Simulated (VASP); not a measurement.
An input for Quantum ESPRESSO's pw.x (written as the equivalent of a VASP run, and not itself run):

```
&CONTROL
  calculation = 'scf'
  pseudo_dir = './pseudo'
  outdir = './out'
  tprnfor = .true.
  tstress = .true.
/
&SYSTEM
  ibrav = 0
  nat = 2
  ntyp = 2
  ecutwfc = 82
  occupations = 'smearing'
  smearing = 'methfessel-paxton'
  degauss = 0.00735
  input_dft = 'pw91'
/
&ELECTRONS
  conv_thr = 7.3e-09
  electron_maxstep = 100
/
ATOMIC_SPECIES
  In 114.818 In.upf
  Pd 106.420 Pd.upf
CELL_PARAMETERS angstrom
     3.3126982    0.0000000    0.0000000
     0.0000000    3.3126982    0.0000000
     0.0000000    0.0000000    3.3126982
ATOMIC_POSITIONS crystal
  In   0.5000000  0.5000000  0.5000000
  Pd   0.0000000  0.0000000  0.0000000
K_POINTS automatic
  11 11 11 0 0 0
```

Task: Translate this input to VASP (INCAR, KPOINTS, POSCAR, choice of POTCAR).

Result: This is not unique; one that fits is 
**KPOINTS**
```
Automatic mesh
0
Gamma
11 11 11
0 0 0
```

POSCAR:
```
PdIn
3.3126980
  1.0000000454   0.0000000000   0.0000000000
  0.0000000000   1.0000000454   0.0000000000
  0.0000000000   0.0000000000   1.0000000454
In Pd
1 1
Cartesian
  0.5000000227   0.5000000227   0.5000000227
  0.0000000000   0.0000000000   0.0000000000
```

### INCAR
```
ALGO = Normal
EDIFF = 1E-7
ENCUT = 520
GGA = 91
ISIF = 2
ISMEAR = 1
LASPH = .TRUE.
LCHARG = .FALSE.
LMAXMIX = 4
LREAL = .FALSE.
LWAVE = .FALSE.
NELM = 100
PREC = Accurate
SIGMA = 0.1
SYSTEM = PdIn
```

POTCAR, in this order: In_d Pd (PBE.64 set). Program: vasp_std.

Limits of the translation: the potentials are each code's own (VASP's PAW set, PseudoDojo norm-conserving files in pw.x), so ENCUT and ecutwfc are chosen apart and not converted; conv_thr bounds pw.x's estimated SCF error, while EDIFF bounds the energy change between steps.

The compound is PdIn in the CsCl type structure. It was relaxed first, which changed the volume by +6 %.
